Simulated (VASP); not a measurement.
Data:

```
CELL_PARAMETERS angstrom
      3.96458     0.00000     0.00000
     -1.98229     3.43343     0.00000
      0.00000     0.00000     6.64650
ATOMIC_POSITIONS crystal
  Zn 0.33333 0.66667 0.98867
  Cd 0.00000 0.00000 0.51954
  Se 0.33333 0.66667 0.35086
  S  0.00000 0.00000 0.89292
```

The numbers are results of LDA (Ceperley-Alder, Perdew-Zunger), VASP's LDA PAW potentials (set 64) (plane waves; VASP), not measurements. Numerical set-up: 400 eV cut-off, Gaussian smearing of 0.050 eV, potentials Zn Cd Se S.

Problem. Predict the band gap (along the path) with the smallest direct gap where there is one.

Solution. 
```json
{
 "band gap (along the path)": "0.57 eV",
 "smallest direct gap (along the path)": "0.57 eV"
}
```

Only differences to runs with the same potentials and settings are physical.

The structure comes from a computed database's ZnCdSeS entry (P3m1); how it stands against other phases isn't given here. It was relaxed first, which changed the volume by -9 %.
